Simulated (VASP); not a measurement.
Calculation: TPSS meta-GGA, VASP's PBE PAW potentials (set 64) (plane waves; VASP).

A VASP calculation is set up with these files.

POSCAR:
```
CdTe
1
   -0.0000000000     3.3063528877     3.3063528877
    3.3063528877     0.0000000000     3.3063528877
    3.3063528877     3.3063528877    -0.0000000000
Cd Te
1 1
Direct
  1.0000000000   0.0000000000   1.0000000000
  0.2500000000   0.2500000000   0.2500000000
```

### INCAR
```
PREC = Accurate
EDIFFG = -0.01   ! ionic stop
EDIFF = 1E-6   ! SCF stop (eV)
NELM = 100   ! most electronic steps
LMAXMIX = 4   ! l cut-off of mixed one-centre charges
ISMEAR = 0
NSW = 60
ALGO = Normal   ! blocked Davidson
LWAVE = .FALSE.
LASPH = .TRUE.   ! aspherical one-centre terms
LREAL = .FALSE.
SYSTEM = CdTe
ISIF = 3   ! ions, shape and volume
IBRION = 2
METAGGA = TPSS
LCHARG = .FALSE.
LMIXTAU = .TRUE.
ENCUT = 520   ! plane-wave cut-off (eV)
SIGMA = 0.05   ! width (eV)
```

KPOINTS:
```
Automatic mesh
0
Gamma
6 6 6
0 0 0
```

POTCAR, in this order: Cd Te (PBE.64 set). Program: vasp_std.

Output of the run:

File OSZICAR:
```
       N       E                     dE             d eps       ncg     rms          rms(c)
DAV:   1     0.842779127374E+02    0.84278E+02   -0.80567E+03   416   0.118E+03
DAV:   2    -0.197629660292E+02   -0.10404E+03   -0.98926E+02   461   0.276E+02
DAV:   3    -0.238879053770E+02   -0.41249E+01   -0.41139E+01   506   0.582E+01
DAV:   4    -0.239239715347E+02   -0.36066E-01   -0.36062E-01   578   0.505E+00
DAV:   5    -0.239240784602E+02   -0.10693E-03   -0.10693E-03   491   0.248E-01    0.515E+00
DAV:   6    -0.204093429627E+02    0.35147E+01   -0.28066E+00   416   0.247E+01    0.527E+00
DAV:   7    -0.209473199748E+02   -0.53798E+00   -0.72472E-01   416   0.119E+01    0.316E+00
DAV:   8    -0.209444079706E+02    0.29120E-02   -0.45445E-01   426   0.634E+00    0.902E-01
DAV:   9    -0.209224878359E+02    0.21920E-01   -0.19021E-01   416   0.493E+00    0.571E-01
DAV:  10    -0.209249033744E+02   -0.24155E-02   -0.22569E-03   491   0.451E-01    0.469E-01
DAV:  11    -0.269895275636E+07   -0.26989E+07   -0.24906E+07   576   0.845E+03    0.150E+02
DAV:  12     0.225637744348E+02    0.26990E+07   -0.12963E+04   431   0.698E+02    0.609E+01
DAV:  13    -0.173977706474E+02   -0.39962E+02   -0.34163E+02   508   0.725E+01    0.156E+01
DAV:  14    -0.208118761566E+02   -0.34141E+01   -0.26491E+01   536   0.216E+01    0.150E+00
DAV:  15    -0.209206616330E+02   -0.10879E+00   -0.59098E-01   431   0.375E+00    0.728E-01
DAV:  16    -0.209308094457E+02   -0.10148E-01   -0.17599E-02   491   0.142E+00    0.731E-01
DAV:  17    -0.209356337417E+02   -0.48243E-02   -0.18716E-03   431   0.473E-01    0.675E-01
DAV:  18    -0.209362894971E+02   -0.65576E-03   -0.12406E-04   511   0.129E-01    0.635E-01
DAV:  19    -0.209360954187E+02    0.19408E-03   -0.31388E-04   421   0.203E-01    0.510E-01
DAV:  20    -0.209360454455E+02    0.49973E-04   -0.20280E-05   476   0.533E-02    0.471E-01
DAV:  21    -0.209364728871E+02   -0.42744E-03   -0.82504E-05   431   0.807E-02    0.443E-01
DAV:  22    -0.209366834618E+02   -0.21057E-03   -0.10421E-04   486   0.750E-02    0.366E-01
DAV:  23    -0.209368188044E+02   -0.13534E-03   -0.21562E-05   441   0.379E-02    0.346E-01
DAV:  24    -0.209374339301E+02   -0.61513E-03   -0.26396E-04   441   0.985E-02    0.310E-01
DAV:  25    -0.209376535848E+02   -0.21965E-03   -0.10232E-04   481   0.700E-02    0.268E-01
DAV:  26    -0.209376249351E+02    0.28650E-04   -0.14441E-05   461   0.406E-02    0.259E-01
DAV:  27    -0.209372208183E+02    0.40412E-03   -0.72762E-05   436   0.697E-02    0.233E-01
DAV:  28    -0.209371329200E+02    0.87898E-04   -0.18877E-05   471   0.404E-02    0.226E-01
DAV:  29    -0.209370115119E+02    0.12141E-03   -0.66375E-06   446   0.293E-02    0.222E-01
DAV:  30    -0.209369002801E+02    0.11123E-03   -0.18993E-06   448   0.166E-02    0.219E-01
DAV:  31    -0.209369316559E+02   -0.31376E-04   -0.40353E-07   298   0.865E-03    0.219E-01
DAV:  32    -0.209369246970E+02    0.69589E-05   -0.16769E-07   268   0.523E-03    0.218E-01
DAV:  33    -0.209371946750E+02   -0.26998E-03   -0.32859E-06   408   0.210E-02    0.213E-01
DAV:  34    -0.209373585598E+02   -0.16388E-03   -0.98750E-06   416   0.351E-02    0.203E-01
DAV:  35    -0.209367933788E+02    0.56518E-03   -0.67687E-05   426   0.620E-02    0.158E-01
DAV:  36    -0.209230156983E+02    0.13778E-01   -0.17230E+02   416   0.746E+03    0.968E-02
DAV:  37    -0.209360642378E+02   -0.13049E-01   -0.10251E-01   416   0.433E+00    0.101E-01
DAV:  38    -0.209364792390E+02   -0.41500E-03   -0.14276E-03   416   0.351E-01    0.805E-02
DAV:  39    -0.209365423436E+02   -0.63105E-04   -0.96125E-05   416   0.960E-02    0.680E-02
DAV:  40    -0.209365250663E+02    0.17277E-04   -0.17721E-05   426   0.399E-02    0.616E-02
DAV:  41    -0.209365724671E+02   -0.47401E-04   -0.93125E-05   416   0.121E-01    0.401E-02
DAV:  42    -0.209367138622E+02   -0.14140E-03   -0.34174E-05   426   0.710E-02    0.277E-02
DAV:  43    -0.209367899124E+02   -0.76050E-04   -0.62709E-06   416   0.293E-02    0.222E-02
DAV:  44    -0.209368319542E+02   -0.42042E-04   -0.99023E-07   368   0.117E-02    0.207E-02
DAV:  45    -0.209368383543E+02   -0.64001E-05   -0.24553E-07   283   0.537E-03    0.196E-02
DAV:  46    -0.209368481324E+02   -0.97782E-05   -0.13741E-07   258   0.441E-03    0.193E-02
DAV:  47    -0.209368524484E+02   -0.43160E-05   -0.27008E-08   208   0.200E-03    0.190E-02
DAV:  48    -0.209368506561E+02    0.17923E-05   -0.53867E-09   208   0.941E-04    0.186E-02
DAV:  49    -0.209368525627E+02   -0.19066E-05   -0.54381E-09   208   0.103E-03    0.185E-02
DAV:  50    -0.209368522868E+02    0.27587E-06    0.14842E-09   208   0.308E-04
   1 F= -.20936852E+02 E0= -.20936852E+02  d E =-.209369E+02
```

File OUTCAR:
```
------------------------ aborting loop because EDIFF is reached ----------------------------------------
  FORCE on cell =-STRESS in cart. coord.  units (eV):
  Direction    XX          YY          ZZ          XY          YZ          ZX
  --------------------------------------------------------------------------------------
  Total        0.0040601      0.0040601      0.0040601      0.0000000      0.0000000      0.0000000
  in kB        0.0899852      0.0899852      0.0899852      0.0000000      0.0000000      0.0000000
  external PRESSURE =       0.0899852 kB  Pullay stress =       0.0000000 kB
  volume of cell :       72.29
      direct lattice vectors                 reciprocal lattice vectors
     0.000000000  3.306352888  3.306352888    -0.151224027  0.151224027  0.151224027
     3.306352888  0.000000000  3.306352888     0.151224027 -0.151224027  0.151224027
     3.306352888  3.306352888  0.000000000     0.151224027  0.151224027 -0.151224027
  FREE ENERGIE OF THE ION-ELECTRON SYSTEM (eV)
  ---------------------------------------------------
  free  energy   TOTEN  =       -20.9368522868 eV

  energy  without entropy=      -20.9368522868  energy(sigma->0) =      -20.93685229

 reached required accuracy - stopping structural energy minimisation
```
(Selected blocks of OUTCAR.)

File OUTCAR:
```
 val. band max:        1.7756326563   @ k =   0.0000   0.0000   0.0000

 cond. band min:       2.5881922120   @ k =   0.0000   0.0000   0.0000


 Fermi energy:         2.0143963751

 k-point     1 :       0.0000    0.0000    0.0000
  band No.  band energies     occupation
      1      -9.1609      2.00000
      2      -6.3394      2.00000
      3      -6.3394      2.00000
      4      -6.3394      2.00000
      5      -6.1208      2.00000
      6      -6.1208      2.00000
      7       1.7756      2.00000
      8       1.7756      2.00000
      9       1.7756      2.00000
     10       2.5882      0.00000
     11       6.5646      0.00000
     12       6.5646      0.00000
     13       6.5647      0.00000

 k-point     2 :       0.1667    0.0000    0.0000
  band No.  band energies     occupation
      1      -9.0715      2.00000
      2      -6.3233      2.00000
      3      -6.3233      2.00000
      4      -6.2617      2.00000
      5      -6.1215      2.00000
      6      -6.1215      2.00000
      7       0.1528      2.00000
      8       1.5736      2.00000
      9       1.5736      2.00000
     10       3.6565      0.00000
     11       6.6511      0.00000
     12       6.8794      0.00000
     13       6.8795      0.00000

 k-point     3 :       0.3333    0.0000    0.0000
  band No.  band energies     occupation
      1      -8.8926      2.00000
      2      -6.2958      2.00000
      3      -6.2958      2.00000
      4      -6.1175      2.00000
      5      -6.1175      2.00000
      6      -6.0150      2.00000
      7      -1.5621      2.00000
      8       1.2300      2.00000
      9       1.2300      2.00000
     10       3.7930      0.00000
     11       7.1582      0.00000
     12       7.1583      0.00000
     13       8.0992      0.00000

 k-point     4 :       0.5000    0.0000    0.0000
  band No.  band energies     occupation
      1      -8.8046      2.00000
      2      -6.2851      2.00000
      3      -6.2851      2.00000
...
```

Unless said otherwise, spin-orbit coupling is left out, though it shifts the bands of the heavy elements here.

The compound is CdTe in the zinc blende structure. It was relaxed first, which changed the volume by +6 %. The start is the result of an earlier pass.
